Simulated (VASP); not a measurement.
Set up this calculation in VASP 6.6.1, as the native input.

```yaml
Task: band structure
Functional: PBE
Potentials_or_basis: VASP PAW PBE potentials, release 64 (Bi_d, Te)
Cutoff: 520 eV
k_mesh: 9 × 9 × 9
Occupations: gaussian, width 0.02 eV
Spin: no spin polarisation
Further_INCAR_settings: ALGO = Normal; EDIFF = 1e-06; NBANDS = 32
```

Crystal: Bi2Te3.

```
CELL_PARAMETERS angstrom
2.19300 1.26613 10.16567
-2.19300 1.26613 10.16567
0.00000 -2.53226 10.16567
ATOMIC_POSITIONS crystal
Bi 0.40000 0.40000 0.40000
Bi 0.60000 0.60000 0.60000
Te 0.00000 0.00000 0.00000
Te 0.20950 0.20950 0.20950
Te 0.79050 0.79050 0.79050
```

One way to write it, as run:

POSCAR

```
Bi2Te3
1.0
    2.1930000000      1.2661291400     10.1656666700
   -2.1930000000      1.2661291400     10.1656666700
    0.0000000000     -2.5322582800     10.1656666700
Bi Te
2 3
Direct
    0.4000000000      0.4000000000      0.4000000000
    0.6000000000      0.6000000000      0.6000000000
    0.0000000000      0.0000000000      0.0000000000
    0.2095000000      0.2095000000      0.2095000000
    0.7905000000      0.7905000000      0.7905000000
```

INCAR.step1

```
ALGO = Normal
EDIFF = 1E-6
ENCUT = 520
GGA = PE
ISIF = 2
ISMEAR = 0
LASPH = True
LCHARG = True
LREAL = False
LWAVE = False
NBANDS = 32
NELM = 60
PREC = Accurate
SIGMA = 0.02
```

KPOINTS.step1

```
k-points
0
Gamma
  9 9 9
```

INCAR.step2

```
ALGO = Normal
EDIFF = 1E-6
ENCUT = 520
GGA = PE
ICHARG = 11
ISIF = 2
ISMEAR = 0
LASPH = True
LCHARG = False
LREAL = False
LWAVE = False
NBANDS = 32
NELM = 60
PREC = Accurate
SIGMA = 0.05
```

KPOINTS.step2

```
path GLB1,BZGX,QFP1Z,LP
10
line-mode
reciprocal
 0.0000000000  0.0000000000  0.0000000000  G
 0.5000000000  0.0000000000  0.0000000000  L

 0.5000000000  0.0000000000  0.0000000000  L
 0.5000000000  0.1770083925 -0.1770083925  B1

 0.8229916075  0.5000000000  0.1770083925  B
 0.5000000000  0.5000000000  0.5000000000  Z

 0.5000000000  0.5000000000  0.5000000000  Z
 0.0000000000  0.0000000000  0.0000000000  G

 0.0000000000  0.0000000000  0.0000000000  G
 0.3385041962  0.0000000000 -0.3385041962  X

 0.6614958038  0.3385041962  0.0000000000  Q
 0.5000000000  0.5000000000  0.0000000000  F

 0.5000000000  0.5000000000  0.0000000000  F
 0.6614958038  0.6614958038  0.1770083925  P1

 0.6614958038  0.6614958038  0.1770083925  P1
 0.5000000000  0.5000000000  0.5000000000  Z

 0.5000000000  0.0000000000  0.0000000000  L
 0.8229916075  0.3385041962  0.3385041962  P
```

Potentials or basis: VASP PAW PBE potentials, release 64 (Bi_d, Te).

Run with:

```bash
$ cat potpaw_PBE.64/Bi_d/POTCAR potpaw_PBE.64/Te/POTCAR > POTCAR
$ cp INCAR.step1 INCAR
$ cp KPOINTS.step1 KPOINTS
$ mpirun -np 1 vasp_std > vasp.out
$ cp INCAR.step2 INCAR
$ cp KPOINTS.step2 KPOINTS
$ mpirun -np 1 vasp_std > vasp.out
```

It gave:

```yaml
Band_gap_on_the_k_mesh: 0.28 eV, direct
Band_gap_along_the_path: 0.28 eV, direct
```

Caveat: the log is that of the step along the path at fixed density, whose energy, stress, charges and moments have no meaning; spin-orbit coupling is left out, which as a rule narrows the gap of such compounds by several tenths of an eV.

Wall time 31 min on 1 thread of Intel(R) Xeon(R) 6975P-C (Granite Rapids), with other jobs on the host, peak memory 1.1 GiB.
